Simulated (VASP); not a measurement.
# TaN: input slips in a relaxation and what they do

Some relaxations of TaN get a fault in the input on purpose. Which of them show, and how? The starting structure is a computed structure from the Materials Project. The first relaxation on each setting starts from this cell expanded by 3 % in volume.

Method: Kohn-Sham DFT with plane waves and PAW; PBEsol, in VASP 6.6.1.

## (1) The starting structure

The structure is cubic, space group Fm-3m (No. 225). The conventional cell has a = 4.423 Å, b = 4.423 Å, c = 4.423 Å, α = 90.00°, β = 90.00°, γ = 90.00°. Nearest to Ta lie 6 N at 2.21 Å. Nearest to N lie 6 Ta at 2.21 Å. Farther neighbours and most contacts between anions are not listed.

Structure file:

```cif
data_structure
_symmetry_space_group_name_H-M 'Fm-3m'
_symmetry_Int_Tables_number 225
_cell_length_a 4.4226
_cell_length_b 4.4226
_cell_length_c 4.4226
_cell_angle_alpha 90.000
_cell_angle_beta 90.000
_cell_angle_gamma 90.000
_cell_volume 86.51
loop_
_atom_site_label
_atom_site_type_symbol
_atom_site_symmetry_multiplicity
_atom_site_Wyckoff_symbol
_atom_site_fract_x
_atom_site_fract_y
_atom_site_fract_z
_atom_site_occupancy
Ta1 Ta 4 b 0.50000 0.00000 0.00000 1
N1 N 4 a 0.00000 0.00000 0.00000 1
```

## (2) Reference relaxation

This run starts from the cell of an earlier relaxation, which isn't shown; the restart sets up the plane waves anew.

File INCAR:

```
SYSTEM = TaN
PREC = Accurate
ENCUT = 520
EDIFF = 1E-06
NELM = 100
ISMEAR = 1
SIGMA = 0.15
LREAL = .FALSE.
ALGO = Normal
GGA = PS
NBANDS = 14
LASPH = .TRUE.
LORBIT = 11
LWAVE = .FALSE.
LCHARG = .FALSE.
KPAR = 8
IBRION = 2
NSW = 50
ISIF = 3
EDIFFG = -0.006
```

File POSCAR:

```
TaN
1.0
    0.0000000000      2.1897569517      2.1897569517
    2.1897569517      0.0000000000      2.1897569517
    2.1897569517      2.1897569517      0.0000000000
Ta N
1 1
Direct
    0.5000000000      0.5000000000      0.5000000000
    0.0000000000      0.0000000000      0.0000000000
```

File KPOINTS:

```
Automatic mesh
0
Gamma
18 18 18
0 0 0
```

Potentials, in the order of the species: Ta_pv and N (PBE family, release 64).

On the command line:

```bash
$ mpirun -np 8 vasp_std
```

The program printed:

```text
[banner, memory and clock lines left out]
running    8 mpi-ranks, on    1 nodes
 distrk:  each k-point on    1 cores,    8 groups
 distr:  one band on    1 cores,    1 groups

 POSCAR found type information on POSCAR TaN
 POSCAR found :  2 types and       2 ions
|                                                                             |
|           W    W    AA    RRRRR   N    N  II  N    N   GGGG   !!!           |
|           W    W   A  A   R    R  NN   N  II  NN   N  G    G  !!!           |
|           W    W  A    A  R    R  N N  N  II  N N  N  G       !!!           |
|           W WW W  AAAAAA  RRRRR   N  N N  II  N  N N  G  GGG   !            |
|           WW  WW  A    A  R   R   N   NN  II  N   NN  G    G                |
|           W    W  A    A  R    R  N    N  II  N    N   GGGG   !!!           |
|                                                                             |
|     For optimal performance we recommend to set                             |
|       NCORE = 2 up to number-of-cores-per-socket                            |
|     NCORE specifies how many cores store one orbital (NPAR=cpu/NCORE).      |
|     This setting can greatly improve the performance of VASP for DFT.       |
|     The default, NCORE=1 might be grossly inefficient on modern             |
|     multi-core architectures or massively parallel machines. Do your        |
|     Unfortunately you need to use the default for GW and RPA                |
|     calculations (for HF NCORE is supported but not extensively tested      |
|     yet).                                                                   |
|                                                                             |

|                                                                             |
|               ----> ADVICE to this user running VASP <----                  |
|                                                                             |
|     You enforced a specific xc type in the INCAR file but a different       |
|     [... a line on the potential file left out ...]
|     I HOPE YOU KNOW WHAT YOU ARE DOING!                                     |
|                                                                             |

 LDA part: xc-table for (Slater+PW92), standard interpolation
 POSCAR, INCAR and KPOINTS ok, starting setup
 FFT: planning ... GRIDC
 FFT: planning ... GRID_SOFT
 FFT: planning ... GRID
 WAVECAR not read
 entering main loop
       N       E                     dE             d eps       ncg     rms          rms(c)
DAV:   1     0.893030193260E+02    0.89303E+02   -0.88912E+03  5468   0.121E+03
DAV:   2    -0.230236130232E+02   -0.11233E+03   -0.10556E+03  6714   0.317E+02
DAV:   3    -0.259863897734E+02   -0.29628E+01   -0.29310E+01  6272   0.480E+01
DAV:   4    -0.260012857171E+02   -0.14896E-01   -0.14886E-01  6372   0.354E+00
DAV:   5    -0.260013782578E+02   -0.92541E-04   -0.92541E-04  6174   0.256E-01    0.250E+01
DAV:   6    -0.233394278172E+02    0.26620E+01   -0.57284E+00  6192   0.269E+01    0.106E+01
DAV:   7    -0.232513949085E+02    0.88033E-01   -0.35836E-01  6846   0.571E+00    0.716E+00
DAV:   8    -0.232168971574E+02    0.34498E-01   -0.13111E-01  6480   0.330E+00    0.141E+00
DAV:   9    -0.232128497444E+02    0.40474E-02   -0.12296E-02  6048   0.964E-01    0.364E-01
DAV:  10    -0.232127007452E+02    0.14900E-03   -0.50438E-04  7452   0.280E-01    0.105E-01
DAV:  11    -0.232126706901E+02    0.30055E-04   -0.58794E-05  6158   0.787E-02    0.182E-02
DAV:  12    -0.232126705760E+02    0.11406E-06   -0.33331E-06  7044   0.178E-02
   1 F= -.23212671E+02 E0= -.23212451E+02  d E =-.232127E+02
 curvature:   0.00 expect dE= 0.000E+00 dE for cont linesearch  0.000E+00
 trial: gam= 0.00000 g(F)=  0.477E-60 g(S)=  0.749E-07 ort = 0.000E+00 (trialstep = 0.100E+01)
 search vector abs. value=  0.750E-07
 reached required accuracy - stopping structural energy minimisation
```

Elapsed: 9.2 s, on 8 MPI ranks of Intel Xeon Platinum 8488C (Sapphire Rapids), shared host; peak memory 1.5 GiB.

The logs omit lines about the potential files and the build; timing stands in the text.

Parts of OUTCAR (step 2):

```text
ion  position               nearest neighbor table
   1  0.500  0.500  0.500-   2 2.19   2 2.19   2 2.19   2 2.19   2 2.19   2 2.19
   2  0.000  0.000  0.000-   1 2.19   1 2.19   1 2.19   1 2.19   1 2.19   1 2.19

  LATTYP: Found a face centered cubic cell.
 ALAT       =     4.3795139034

 Subroutine GETGRP returns: Found 48 space group operations
 (whereof 48 operations were pure point group operations)

The static configuration has the point symmetry O_h .

 Found    195 irreducible k-points:

   k-points           NKPTS =    195   k-points in BZ     NKDIM =    195   number of bands    NBANDS=     14

   dimension x,y,z NGX =    24 NGY =   24 NGZ =   24
   dimension x,y,z NGXF=    48 NGYF=   48 NGZF=   48

   ENCUT  =  520.0 eV  38.22 Ry    6.18 a.u.   5.76  5.76  5.76*2*pi/ulx,y,z

   NELECT =      16.0000    total number of electrons

 k-points in reciprocal lattice and weights: Automatic mesh
   0.00000000  0.00000000  0.00000000       0.000
   0.05555556  0.00000000  0.00000000       0.001
   0.11111111  0.00000000  0.00000000       0.001
   0.16666667  0.00000000  0.00000000       0.001
   0.22222222  0.00000000  0.00000000       0.001
   0.27777778  0.00000000  0.00000000       0.001
   0.33333333  0.00000000  0.00000000       0.001
   0.38888889  0.00000000  0.00000000       0.001
   0.44444444  0.00000000  0.00000000       0.001
[...]
-0.27777778  0.44444444  0.22222222       0.004
  -0.27777778  0.50000000  0.22222222       0.002

 average (electrostatic) potential at core
       1 -34.4373       2 -61.2276

 E-fermi :   9.5308

 k-point     1 :       0.0000    0.0000    0.0000
  band No.  band energies     occupation
    ...
      8       7.3542      2.00000
      9       7.3542      2.00000
     10       7.3542      2.00000
     11       9.5468      0.82121
     12       9.5468      0.82120
     13      11.1696     -0.00000
     14      18.8992      0.00000

 k-point     2 :       0.0556    0.0000    0.0000
  band No.  band energies     occupation
    ...
      6       5.4016      2.00000
      7       5.4016      2.00000
      8       7.4858      2.00000
      9       7.4858      2.00000
     10       7.5535      2.00000
     11       9.8719     -0.00600
     12       9.8719     -0.00600
     13      11.4014     -0.00000
     14      19.1382      0.00000

 k-point     3 :       0.1111    0.0000    0.0000
  band No.  band energies     occupation
    ...
      6       4.7804      2.00000
      7       4.7804      2.00000
      8       7.7944      2.00000
      9       7.7944      2.00000
     10       7.8662      2.00000
     11      10.6844     -0.00000
     12      10.6844     -0.00000
     13      12.0117     -0.00000
     14      19.8126      0.00000

  Total       -0.0010173     -0.0010173     -0.0010173      0.0000000      0.0000000     -0.0000000
  in kB       -0.0776170     -0.0776170     -0.0776170      0.0000000      0.0000000     -0.0000000
  external PRESSURE =      -0.0776170 kB  Pullay stress =       0.0000000 kB

  energy-cutoff  :      520.00
  volume of cell :       21.00
      direct lattice vectors                 reciprocal lattice vectors
     0.000000000  2.189756952  2.189756952    -0.228335843  0.228335843  0.228335843
     2.189756952  0.000000000  2.189756952     0.228335843 -0.228335843  0.228335843
     2.189756952  2.189756952  0.000000000     0.228335843  0.228335843 -0.228335843

 POSITION                                       TOTAL-FORCE (eV/Angst)
 -----------------------------------------------------------------------------------
      2.18976      2.18976      2.18976         0.000000      0.000000     -0.000000
      0.00000      0.00000      0.00000        -0.000000     -0.000000      0.000000
 -----------------------------------------------------------------------------------
    total drift:                                0.000000     -0.000000     -0.000000

  FREE ENERGIE OF THE ION-ELECTRON SYSTEM (eV)
  ---------------------------------------------------
  free  energy   TOTEN  =       -23.2126705760 eV

  energy  without entropy=      -23.2120106475  energy(sigma->0) =      -23.21245060

 reached required accuracy - stopping structural energy minimisation

 total charge
# of ion       s       p       d       tot
------------------------------------------
    1        0.277   6.230   2.476   8.983
    2        1.222   2.536   0.000   3.759
--------------------------------------------------
tot          1.499   8.767   2.476  12.741

[... 3 further parts left out ...]
```

CONTCAR:

```
TaN
   1.00000000000000
     0.0000000000000000    2.1897569517000002    2.1897569517000002
     2.1897569517000002    0.0000000000000000    2.1897569517000002
     2.1897569517000002    2.1897569517000002    0.0000000000000000
  Ta              N
     1     1
Direct
     0.5000000000000000    0.5000000000000000    0.5000000000000000
     0.0000000000000000    0.0000000000000000    0.0000000000000000
```

The PAW data sets were made with PBE, which is usual practice but a small mismatch for other functionals. The run keeps the 48 symmetry operations of its start, so it cannot find a distortion of lower symmetry.

The reference relaxation ends at 10.500 Å³ an atom. Pressures at 0.985 and 1.015 times this volume, from two more relaxations that aren't shown, give a bulk modulus of 358.2 GPa.

## (3) Relaxation with a cutoff far too low

A slip made on purpose: a cutoff far too low. Against step 2 the input has PREC = Normal and ENCUT = 220 (also changed: NELM).

Edit INCAR of step 2 so:

```diff
@@ -1,6 +1,6 @@
 SYSTEM = TaN
-PREC = Accurate
-ENCUT = 520
+PREC = Normal
+ENCUT = 220
 EDIFF = 1E-06
-NELM = 100
+NELM = 60
 ISMEAR = 1
```

File POSCAR:

```
TaN
1.0
    0.0000000000      2.2332187111      2.2332187111
    2.2332187111      0.0000000000      2.2332187111
    2.2332187111      2.2332187111      0.0000000000
Ta N
1 1
Direct
    0.5000000000      0.5000000000      0.5000000000
    0.0000000000      0.0000000000      0.0000000000
```

KPOINTS is that of step 2.

On the command line:

```bash
$ mpirun -np 8 vasp_std
```

The program printed:

```text
[banner, memory and clock lines left out]
running    8 mpi-ranks, on    1 nodes
[...]
[... a notice as in an earlier step ...]

 [... a notice as in an earlier step ...]

 LDA part: xc-table for (Slater+PW92), standard interpolation
 POSCAR, INCAR and KPOINTS ok, starting setup
[...]
entering main loop
       N       E                     dE             d eps       ncg     rms          rms(c)
DAV:   1     0.424465423149E+02    0.42447E+02   -0.52304E+03  5696   0.635E+02
DAV:   2    -0.237912077157E+02   -0.66238E+02   -0.63190E+02  6846   0.196E+02
DAV:   3    -0.250122117850E+02   -0.12210E+01   -0.12144E+01  6084   0.267E+01
DAV:   4    -0.250164710310E+02   -0.42592E-02   -0.42584E-02  6480   0.160E+00
[...]
DAV:  11    -0.231644182684E+02    0.18449E-05   -0.13389E-05  5924   0.416E-02    0.131E-02
DAV:  12    -0.231644169341E+02    0.13343E-05   -0.18843E-06  5664   0.156E-02    0.170E-03
DAV:  13    -0.231644170349E+02   -0.10073E-06   -0.11022E-07  3018   0.284E-03
   1 F= -.23164417E+02 E0= -.23164254E+02  d E =-.231644E+02
[... from here on, the cycles between the ionic steps are left out ...]
   2 F= 0.30316611E+01 E0= 0.30317410E+01  d E =0.261961E+02
   3 F= -.23989084E+02 E0= -.23988906E+02  d E =-.824667E+00
   4 F= -.24045335E+02 E0= -.24045152E+02  d E =-.880918E+00
   5 F= -.24068539E+02 E0= -.24068350E+02  d E =-.904122E+00
   6 F= -.24068262E+02 E0= -.24068074E+02  d E =-.903845E+00
   7 F= -.24068303E+02 E0= -.24068115E+02  d E =-.409491E-04
   8 F= -.24068408E+02 E0= -.24068219E+02  d E =-.145389E-03
   9 F= -.24068409E+02 E0= -.24068221E+02  d E =-.159955E-05
  10 F= -.24068413E+02 E0= -.24068225E+02  d E =-.538398E-05
  11 F= -.24068421E+02 E0= -.24068232E+02  d E =-.128060E-04
  12 F= -.24068435E+02 E0= -.24068246E+02  d E =-.270898E-04
  13 F= -.24068461E+02 E0= -.24068272E+02  d E =-.530734E-04
  14 F= -.24068503E+02 E0= -.24068314E+02  d E =-.953778E-04
  15 F= -.24068548E+02 E0= -.24068359E+02  d E =-.140093E-03
[...]
reached required accuracy - stopping structural energy minimisation
```

The job ended after 25 s (8 MPI ranks; peak memory 0.96 GiB; 3.2 min of CPU time).

Parts of OUTCAR (step 3):

```text
  Total       -0.0084629     -0.0084629     -0.0084629      0.0000000     -0.0000000      0.0000000
  in kB       -0.7184296     -0.7184296     -0.7184296      0.0000000     -0.0000000      0.0000000
  external PRESSURE =      -0.7184296 kB  Pullay stress =       0.0000000 kB

 POSITION                                       TOTAL-FORCE (eV/Angst)
 -----------------------------------------------------------------------------------
      2.11319      2.11319      2.11319        -0.000000     -0.000000      0.000000
      0.00000      0.00000      0.00000         0.000000      0.000000     -0.000000
 -----------------------------------------------------------------------------------
    total drift:                                0.000000      0.000000      0.000000

  FREE ENERGIE OF THE ION-ELECTRON SYSTEM (eV)
  ---------------------------------------------------
  free  energy   TOTEN  =       -24.0685478730 eV

  energy  without entropy=      -24.0679808012  energy(sigma->0) =      -24.06835885

[... 2 parts as in an earlier step ...]

[... 2 further parts left out ...]
[key lines of the parts left out:]
E-fermi :  10.8752
```

Logs of long relaxations may skip ionic steps without a mark.

With a cutoff far too low the cell ends at 9.437 Å³ an atom, -10.13 % from the reference.

## (4) Relaxation with too few ionic steps

A slip made on purpose: too few ionic steps. Against step 2 the input has NSW = 2 (also changed: NELM).

Edit INCAR of step 3 so:

```diff
@@ -1,4 +1,4 @@
 SYSTEM = TaN
-PREC = Normal
-ENCUT = 220
+PREC = Accurate
+ENCUT = 520
 EDIFF = 1E-06
@@ -17,3 +17,3 @@
 IBRION = 2
-NSW = 50
+NSW = 2
 ISIF = 3
```

POSCAR is that of step 3.

KPOINTS is that of step 3.

On the command line:

```bash
$ mpirun -np 8 vasp_std
```

The program printed:

```text
[... set-up lines as in an earlier step ...]
 entering main loop
       N       E                     dE             d eps       ncg     rms          rms(c)
DAV:   1     0.861127581668E+02    0.86113E+02   -0.89384E+03  5476   0.120E+03
DAV:   2    -0.228006920476E+02   -0.10891E+03   -0.10245E+03  6672   0.308E+02
DAV:   3    -0.259144377638E+02   -0.31137E+01   -0.30570E+01  6290   0.482E+01
DAV:   4    -0.259322804375E+02   -0.17843E-01   -0.17832E-01  6342   0.374E+00
[...]
DAV:  10    -0.231360489063E+02    0.17040E-03   -0.44627E-04  7330   0.254E-01    0.102E-01
DAV:  11    -0.231360242138E+02    0.24693E-04   -0.47864E-05  6066   0.652E-02    0.147E-02
DAV:  12    -0.231360244144E+02   -0.20057E-06   -0.22930E-06  6978   0.143E-02
   1 F= -.23136024E+02 E0= -.23135794E+02  d E =-.231360E+02
[...]
N       E                     dE             d eps       ncg     rms          rms(c)
DAV:   1    -0.251992888304E+02   -0.20633E+01   -0.75359E+01  5628   0.983E+01    0.197E+01
DAV:   2    -0.232996882318E+02    0.18996E+01   -0.21644E+00  6336   0.170E+01    0.819E+00
DAV:   3    -0.227432895525E+02    0.55640E+00   -0.13438E+00  7098   0.137E+01    0.173E+00
DAV:   4    -0.227488024785E+02   -0.55129E-02   -0.40202E-02  5886   0.154E+00    0.939E-01
DAV:   5    -0.227500366442E+02   -0.12342E-02   -0.30133E-03  7356   0.615E-01    0.729E-02
DAV:   6    -0.227500500205E+02   -0.13376E-04   -0.17778E-04  6014   0.138E-01    0.445E-02
DAV:   7    -0.227500497313E+02    0.28916E-06   -0.34922E-06  7162   0.207E-02
   2 F= -.22750050E+02 E0= -.22749837E+02  d E =0.385975E+00
 trial-energy change:    0.385975  1 .order    0.444382   -0.479033    1.367797
 step:   0.2992(harm=  0.2594)  dis= 0.00000  next Energy=   -23.209244 (dE=-0.732E-01)
```

Elapsed: 15 s, on 8 MPI ranks; peak memory 1.6 GiB.

From OUTCAR (step 4):

```text
  Total        7.3464499      7.3464499      7.3464499      0.0000000      0.0000000      0.0000000
  in kB      640.3853001    640.3853001    640.3853001      0.0000000      0.0000000      0.0000000
  external PRESSURE =     640.3853001 kB  Pullay stress =       0.0000000 kB

 POSITION                                       TOTAL-FORCE (eV/Angst)
 -----------------------------------------------------------------------------------
      2.09462      2.09462      2.09462        -0.000000      0.000000     -0.000000
      4.18924      4.18924      4.18924         0.000000      0.000000      0.000000
 -----------------------------------------------------------------------------------
    total drift:                                0.000000     -0.000000     -0.000000

  FREE ENERGIE OF THE ION-ELECTRON SYSTEM (eV)
  ---------------------------------------------------
  free  energy   TOTEN  =       -22.7500497313 eV

  energy  without entropy=      -22.7494128692  energy(sigma->0) =      -22.74983744

[... 1 part as in an earlier step ...]

[... 2 further parts left out ...]
[key lines of the parts left out:]
E-fermi :  11.1130
```

The relaxation used up its 2 ionic steps (NSW) before forces and stress met EDIFFG.

(Continued in part 2 of 2.)

[Lines on the potential files, build, host, timing and source positions are cut from VASP's logs without a mark.]

[Logs are printed without paths, hosts, clocks, repeated set-up lines and the standing remarks that a program may print on its own settings, such as how far it seeks lower states.]

[Hosts, paths, dates, database ids (printed as entryN), source tags and the programs' standing remarks are cut or masked in the printed files.]
